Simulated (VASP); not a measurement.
# CaInH2 (P4/mmm) in VASP: further runs

One crystal, CaInH2, is run at these levels: PBE; tasks: single point.

All numbers are computed with VASP 6.6.1; they aren't measurements. Logs are shortened: lines on timing, memory, paths and dates and some standing lists are left out, and cuts for length are marked.

## Step 1: Starting point

The structure is tetragonal, space group P4/mmm (No. 123). The conventional cell has a = 4.287 Å, b = 4.287 Å, c = 3.424 Å, α = 90.00°, β = 90.00°, γ = 90.00°. Ca (site symmetry 4/mmm) is surrounded by 8 H at 2.74 Å. In (site symmetry 4/mmm) has 4 H at 2.14 Å as nearest neighbours. H (site symmetry mmm) has 2 In at 2.14 Å as nearest neighbours.

The cell was built by a generator and needn't be a form met in nature.

## Step 2: Single point, PBE

INCAR reads:

```
PREC = Accurate ; ENCUT = 520
EDIFF = 1E-7 ; ISMEAR = 0
SIGMA = 0.1 ; LREAL = F
LASPH = T ; NELM = 100
ALGO = Fast ; ISIF = 2
LWAVE = F ; LCHARG = T
GGA = PE ; LELF = T
LVHAR = T ; NBANDS = 20
```

KPOINTS reads:

```
regular mesh
0
Gamma
  12 12 14
```

POSCAR reads:

```
CaInH2
1.0
    4.2865169581      0.0000000000      0.0000000000
    0.0000000000      4.2865169581      0.0000000000
    0.0000000000      0.0000000000      3.4235325315
Ca In H
1 1 2
Direct
    0.5000000000      0.5000000000      0.5000000000
    0.0000000000      0.0000000000      0.0000000000
    0.5000000000      0.0000000000      0.0000000000
    0.0000000000      0.5000000000      0.0000000000
```

Potentials or basis: VASP PAW PBE potentials, release 64 (Ca_sv, In_d, H).

Run with:

```console
$ cat potpaw_PBE.64/Ca_sv/POTCAR potpaw_PBE.64/In_d/POTCAR potpaw_PBE.64/H/POTCAR > POTCAR
$ mpirun -np 1 vasp_std > vasp.out
```

OUTCAR:

```text
PREC = Accurate
   ENCUT = 520
   EDIFF = 1E-7
   ISMEAR = 0
   LREAL = F
   LASPH = T
   NELM = 100
   ISIF = 2
   GGA = PE

 ion  position               nearest neighbor table
   1  0.500  0.500  0.500-   2 3.48   2 3.48   2 3.48   2 3.48   2 3.48   2 3.48   2 3.48   2 3.48

   2  0.000  0.000  0.000-   3 2.14   4 2.14   4 2.14   3 2.14   1 3.48   1 3.48   1 3.48   1 3.48
                             1 3.48   1 3.48   1 3.48   1 3.48
   3  0.500  0.000  0.000-   2 2.14   2 2.14
   4  0.000  0.500  0.000-   2 2.14   2 2.14

  LATTYP: Found a simple tetragonal cell.
 ALAT       =     4.2865169581
 C/A-ratio  =     0.7986746734

  Lattice vectors:

 A1 = (   4.2865169581,   0.0000000000,   0.0000000000)
 A2 = (   0.0000000000,   4.2865169581,   0.0000000000)
 A3 = (   0.0000000000,   0.0000000000,   3.4235325315)

Analysis of symmetry for initial positions (statically):
=====================================================================
 Subroutine PRICEL returns:
 Original cell was already a primitive cell.

 Routine SETGRP: Setting up the symmetry group for a
 simple tetragonal supercell.

 Subroutine GETGRP returns: Found 16 space group operations
 (whereof 16 operations were pure point group operations)
 out of a pool of 16 trial point group operations.

The static configuration has the point symmetry D_4h.

Analysis of symmetry for dynamics (positions and initial velocities):
=====================================================================
 Subroutine PRICEL returns:
 Original cell was already a primitive cell.

 Routine SETGRP: Setting up the symmetry group for a
 simple tetragonal supercell.

 Subroutine GETGRP returns: Found 16 space group operations
 (whereof 16 operations were pure point group operations)
 out of a pool of 16 trial point group operations.

The dynamic configuration has the point symmetry D_4h.

 Subroutine INISYM returns: Found 16 space group operations
 (whereof 16 operations are pure point group operations),
 and found     1 'primitive' translations

----------------------------------------------------------------------------------------

                                     Primitive cell

  volume of cell :      62.9048
[... 90 lines left out ...]
   LASPH  =      T    aspherical Exc in radial PAW
   ENCUT  =  520.0 eV  38.22 Ry    6.18 a.u.   7.97  7.97  6.37*2*pi/ulx,y,z
   NELM   =    100;   NELMIN=  2; NELMDL= -5     # of ELM steps
   EDIFF  = 0.1E-06   stopping-criterion for ELM
   LREAL  =      F    real-space projection
   EDIFFG = 0.1E-05   stopping-criterion for IOM
   NSW    =      0    number of steps for IOM
   IBRION =     -1    ionic relax: 0-MD 1-quasi-New 2-CG
   NFREE  =      0    steps in history (QN), initial steepest desc. (CG)
   ISIF   =      2    stress and relaxation
   ISYM   =      2    0-nonsym 1-usesym 2-fastsym
   POTIM  = 0.5000    time-step for ionic-motion
   TEBEG  =    0.0;   TEEND  =   0.0 temperature during run
   PSTRESS=    0.0 pullay stress
   NELECT =      25.0000    total number of electrons
   NUPDOWN=      -1.0000    fix difference up-down
   EMIN   =  10.00;   EMAX   =-10.00  energy-range for DOS
   EFERMI =   0.00;   METHOD = LEGACY
   ISMEAR =     0;   SIGMA  =   0.10  broadening in eV -4-tet -1-fermi 0-gaus
   EFERMI_NEDOS =   21; number of points for ismear=-14 and -15
   IALGO  =     68    algorithm
   IMIX   =      4    mixing-type and parameters
     AMIX     =   0.40;   BMIX     =  1.00
     AMIX_MAG =   1.60;   BMIX_MAG =  1.00
  volume/ion in A,a.u.               =      15.73       106.13
  Fermi-wavevector in a.u.,A,eV,Ry     =   1.203632  2.274534 19.711161  1.448729
  Thomas-Fermi vector in A             =   2.339380
   LORBIT       =      0    0 simple, 1 ext, 2 COOP (PROOUT), +10 PAW based schemes
   GGA     = PE    functional components
   LHFCALC =     F    Hartree Fock is set to
   AEXX    =    0.0000 exact exchange contribution
   IVDW    =     0    specifies the selected vdW correction
   LEPSILON=     F    determine dielectric tensor
   LRPA    =     F    only Hartree local field effects (RPA)
 non-spin polarized calculation
 RMM-DIIS sequential band-by-band and
 Gauss-broadening in eV      SIGMA  =   0.10
  energy-cutoff  :      520.00
  volume of cell :       62.90
 maximum number of plane-waves:      1724
 NGX is ok and might be reduce to    32
   NGX = 15   NGY = 15   NGZ = 13

 number of electron      24.9999994 magnetization

 Free energy of the ion-electron system (eV)
  ---------------------------------------------------
  ext. energy  EPLUGINS =         0.00000000
  ---------------------------------------------------
  free energy    TOTEN  =       -11.23573969 eV

  energy without entropy =      -11.22755752  energy(sigma->0) =      -11.23164860

 E-fermi :   5.6177     XC(G=0):  -9.5285

 val. band max:        5.6081408571   @ k =   0.2500   0.0833   0.2143
 cond. band min:       5.6303867653   @ k =   0.1667   0.0000   0.0714
 fundamental gap:      0.0222459082
 Fermi energy:         5.6177275516

 k-point     1 :       0.0000    0.0000    0.0000
  band No.  band energies     occupation
      1     -36.6867      2.00000
      2     -17.6921      2.00000
      3     -17.6921      2.00000
      4     -17.5789      2.00000
      5      -9.4655      2.00000
      6      -9.4088      2.00000
[... 541 lines left out ...]
     19      11.0596      0.00000
     20      11.8749      0.00000

 [... further k-points ...]

------------------------ aborting loop because EDIFF is reached ----------------------------------------

  FORCE on cell =-STRESS in cart. coord.  units (eV):
  Direction    XX          YY          ZZ          XY          YZ          ZX
  --------------------------------------------------------------------------------------
  -------------------------------------------------------------------------------------
  Total        0.0049005      0.0049005      0.0038305      0.0000000     -0.0000000      0.0000000
  in kB        0.1248161      0.1248161      0.0975623      0.0000000     -0.0000000      0.0000000
  external PRESSURE =       0.1157315 kB  Pullay stress =       0.0000000 kB

 VOLUME and BASIS-vectors are now :
 -----------------------------------------------------------------------------
  energy-cutoff  :      520.00
  volume of cell :       62.90
      direct lattice vectors                 reciprocal lattice vectors
     4.286516958  0.000000000  0.000000000     0.233289640  0.000000000  0.000000000
     0.000000000  4.286516958  0.000000000     0.000000000  0.233289640  0.000000000
     0.000000000  0.000000000  3.423532531     0.000000000  0.000000000  0.292095954

 POSITION                                       TOTAL-FORCE (eV/Angst)
 -----------------------------------------------------------------------------------
      2.14326      2.14326      1.71177         0.000000      0.000000      0.000000
      0.00000      0.00000      0.00000         0.000000      0.000000      0.000000
      2.14326      0.00000      0.00000         0.000000      0.000000      0.000000
      0.00000      2.14326      0.00000         0.000000      0.000000      0.000000
 -----------------------------------------------------------------------------------
    total drift:                                0.000000      0.000000     -0.000000

  FREE ENERGIE OF THE ION-ELECTRON SYSTEM (eV)
  ---------------------------------------------------
  free  energy   TOTEN  =       -11.2357396891 eV

  energy  without entropy=      -11.2275575200  energy(sigma->0) =      -11.23164860
```

Run time: 8.7 min. Hardware: 1 thread of Intel Xeon Platinum 8259CL at 2.50GHz (Skylake/Cascade Lake), shared host; peak memory 0.41 GiB.

What came out:

```yaml
Free_energy: -11.2357 eV
Pressure: 0.0 GPa
Band_gap_on_the_k_mesh: none (metal or under the smearing width)
```

## Step 3: Single point, PBE

This run uses another cell than the first one, of 15.76 Å³/atom, 1.002 times its volume.

INCAR reads:

```
SYSTEM = CaInH2
ALGO = Fast
EDIFF = 1E-6
ENCUT = 520
GGA = PE
ISIF = 2
ISMEAR = 0
LASPH = .True.
LCHARG = .True.
LELF = .True.
LREAL = .False.
LVHAR = .True.
LWAVE = .False.
NBANDS = 20
NELM = 100
PREC = Accurate
SIGMA = 0.1
```

KPOINTS reads:

```
k-points
0
Gamma
  10 10 18
  0 0 0
```

POSCAR reads:

```
CaInH2
1.0
    4.2887820891      0.0000000000      0.0000000000
    0.0000000000      4.2887820891      0.0000000000
    0.0000000000      0.0000000000      3.4281590896
Ca In H
1 1 2
Direct
    0.5000000000      0.5000000000      0.5000000000
    0.0000000000      0.0000000000      0.0000000000
    0.5000000000      0.0000000000      0.0000000000
    0.0000000000      0.5000000000      0.0000000000
```

Potentials or basis: VASP PAW PBE potentials, release 64 (Ca_sv, In_d, H).

Run with:

```console
$ cat potpaw_PBE.64/Ca_sv/POTCAR potpaw_PBE.64/In_d/POTCAR potpaw_PBE.64/H/POTCAR > POTCAR
$ mpirun -np 1 vasp_std > vasp.out
```

It took 5.3 min on 1 thread of Intel Xeon Platinum 8488C (Sapphire Rapids), shared host; peak memory 0.39 GiB.

It converged, with:

* Free energy: -11.2309 eV
* Pressure: 0.0 GPa
* Band gap on the k mesh: none (metal or under the smearing width)

Levels at points of the mesh, in eV from the Fermi level:
```csv
k point,band 10,band 11,band 12,band 13,band 14,band 15,band 16,band 17
"(0.00, 0.00, 0.00)",-9.64,-3.86,-0.39,0.16,0.16,2.55,2.74,3.45
"(0.50, 0.00, 0.00)",-8.05,-6.98,-0.52,-0.34,0.24,2.40,2.70,3.47
"(0.50, 0.50, 0.00)",-6.26,-6.22,-6.22,-1.23,2.97,2.97,3.01,3.19
"(0.00, 0.00, 0.50)",-7.78,-3.66,-2.69,-0.08,-0.08,1.03,2.88,3.51
"(0.50, 0.00, 0.50)",-6.81,-5.61,-2.22,-0.05,1.15,1.20,2.21,2.86
"(0.50, 0.50, 0.50)",-5.81,-5.81,-3.60,-2.02,1.83,2.09,2.09,3.51
```
